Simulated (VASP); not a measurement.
A convergence study with VASP on PtS₂ (1T layered): one setting is varied, all else stays as given below, so the limit is that of these other settings.

```yaml
crystal:
  lattice:
    - [1.77000, -3.06573, 0.00000]
    - [1.77000, 3.06573, 0.00000]
    - [0.00000, 0.00000, 5.04000]
  atoms:
    - { symbol: Pt, position: [0.00000, 0.00000, 0.00000] }
    - { symbol: S, position: [0.33333, 0.66667, 0.23000] }
    - { symbol: S, position: [0.66667, 0.33333, 0.77000] }
```

Level of theory: PBE GGA, VASP's PBE PAW potentials (set 64) (plane waves; VASP 6.6.1). The tightest run used: 550 eV cut-off, 16×16×10 Γ-centred mesh, tetrahedra with Blöchl corrections, potentials Pt S.

```tsv
setting	E (eV/atom)	pressure (GPa)	largest force (eV/Å)	irreducible k-points
3×3×2 mesh	-5.1333	9.60	0.892	6
4×4×2 mesh	-5.1066	9.96	1.100	8
5×5×3 mesh	-5.1011	10.08	1.034	12
```

### Question
These are the cheaper rows. Estimate the results at 16×16×10 mesh, and how far the last row shown lies from them.

### Answer

| quantity | tightest run | last row shown is off by |
|---|---|---|
| E (eV/atom) | -5.0996 | -0.0015 |
| pressure (GPa) | 10.11 | -0.03 |
| largest force (eV/Å) | 1.016 | 0.018 |

Left out are rungs that failed or repeat a setting and relaxations that didn't move; long series are thinned to 24 rows.

The compound is PtS2 in the 1T layered structure. The cell was not relaxed at this level, forces remain on its atoms.
